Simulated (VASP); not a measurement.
Here is the system:

```
CELL_PARAMETERS angstrom
      3.99340     0.00000     0.00000
      0.00000     3.99340     0.00000
      0.00000     0.00000     4.21264
ATOMIC_POSITIONS crystal
  Ba 0.00000 0.00000 0.00950
  Ti 0.50000 0.50000 0.52880
  O  0.50000 0.50000 0.96072
  O  0.00000 0.50000 0.48249
  O  0.50000 0.00000 0.48249
```

Calculation: PW91 GGA, VASP's PBE PAW potentials (set 64) (plane waves; VASP). Run with 520 eV cut-off, 6×6×6 Γ-centred mesh, tetrahedra with Blöchl corrections, potentials Ba_sv Ti_sv O.

The cores are frozen, which limits the accuracy of field gradients.

Task: Give the principal components of the electric field gradient (V/Å²) and the asymmetry η at each nucleus.

Result: 
```
atom    Vxx    Vyy   Vzz     η
----  -----  -----  ----  ----
Ba1     4.2    4.2  -8.5  0.00
Ti2   -10.9  -10.9  21.7  0.00
O3     -7.1   -7.1  14.3  0.00
O4    -18.8   -7.9  26.8  0.41
O5    -18.8   -7.9  26.8  0.41
```

The compound is BaTiO3 in the tetragonal perovskite structure. It was relaxed first.
